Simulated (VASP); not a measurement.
The system is CsLiCr2Te2S3.

```
Cs Li Cr Te S
1.0
     7.05684    0.00000    0.00788
     0.00000    3.98060    0.00000
    -2.68302    0.00000    8.67869
Cs Li Cr Te S
1 1 2 2 3
Direct
  0.07739 0.00000 0.37706
  0.86424 0.50000 0.78883
  0.12646 0.00000 0.94616
  0.59290 0.50000 0.97165
  0.50838 0.00000 0.15270
  0.55612 0.00000 0.74893
  0.87426 0.00000 0.68502
  0.25176 0.50000 0.84402
  0.96294 0.50000 0.05357
```

The cell was built by a generator and needn't be a form met in nature.

```yaml
Program: VASP 6.6.1
Task: relaxation of cell and atoms
Functional: LDA
Potentials_or_basis: VASP PAW LDA potentials, release 64 (Cs_sv, Li_sv, Cr_pv, Te, S)
Cutoff: 600 eV
k_mesh: 4 × 7 × 3
Occupations: fermi-dirac, width 0.05 eV
Spin: collinear spin, ferromagnetic start
Starting_moments: "[0.0, 0.0, 3.0, 3.0, 0.0, 0.0, 0.0, 0.0, 0.0] μB"
```

At the start: pressure -4.1 GPa; volume 27.10 Å³/atom.

Problem. Where does the relaxation end?

Solution. Over 21 steps the energy falls by 35.7 meV/atom and the volume is 24.08 Å³/atom (-11.1 %); space group Pm (No. 6, to 0.05 Å); moment 5.98 μB per cell.

The path:
| step | energy change (eV) | largest force (eV/Å) | pressure (GPa) | volume (Å³) |
| --- | --- | --- | --- | --- |
| 1 | 0.0000 | 0.5567 | -4.06 | 243.87 |
| 2 | -0.2415 | 0.8652 | 1.35 | 220.41 |
| 3 | -0.2678 | 0.5977 | -0.13 | 225.58 |
| 4 | -0.2922 | 0.2136 | -0.07 | 223.53 |
| 5 | -0.2935 | 0.2255 | -0.04 | 222.89 |
| 6 | -0.3019 | 0.1443 | -0.12 | 222.17 |
| 7 | -0.3035 | 0.2187 | -0.24 | 220.40 |
| 8 | -0.3061 | 0.1353 | -0.16 | 221.17 |
| 9 | -0.3101 | 0.0634 | 0.05 | 219.79 |
| 10 | -0.3115 | 0.0839 | 0.28 | 218.49 |
| 11 | -0.3141 | 0.0704 | 0.19 | 218.41 |
| 12 | -0.3168 | 0.0998 | -0.12 | 218.17 |
| 13 | -0.3169 | 0.0958 | -0.08 | 218.20 |
| 14 | -0.3181 | 0.0646 | -0.05 | 217.85 |
| 15 | -0.3191 | 0.0828 | 0.03 | 217.02 |
| 16 | -0.3191 | 0.0733 | 0.03 | 217.12 |
| 17 | -0.3197 | 0.0541 | -0.01 | 217.08 |
| 18 | -0.3203 | 0.0523 | -0.06 | 216.98 |
| 19 | -0.3207 | 0.0320 | 0.06 | 216.50 |
| 20 | -0.3207 | 0.0315 | 0.08 | 216.44 |
| 21 | -0.3209 | 0.0180 | 0.00 | 216.70 |

Final structure:
```
Cs Li Cr Te S
1.0
     6.86570    0.00000   -0.02219
     0.00000    3.83537    0.00000
    -2.64672    0.00000    8.23807
Cs Li Cr Te S
1 1 2 2 3
Direct
  0.08017 0.00000 0.38178
  0.85057 0.50000 0.78503
  0.12621 0.00000 0.94357
  0.59832 0.50000 0.97655
  0.51137 0.00000 0.16181
  0.55171 0.00000 0.74593
  0.87499 0.00000 0.67768
  0.25236 0.50000 0.83935
  0.96876 0.50000 0.05624
```

Caveat: the cutoff is under 1.25 times the usual one of these potentials, so pressure, stress and relaxed cells hold a basis-set (Pulay) error; only a ferromagnetic start was run, and an antiferromagnetic order may lie lower in energy.
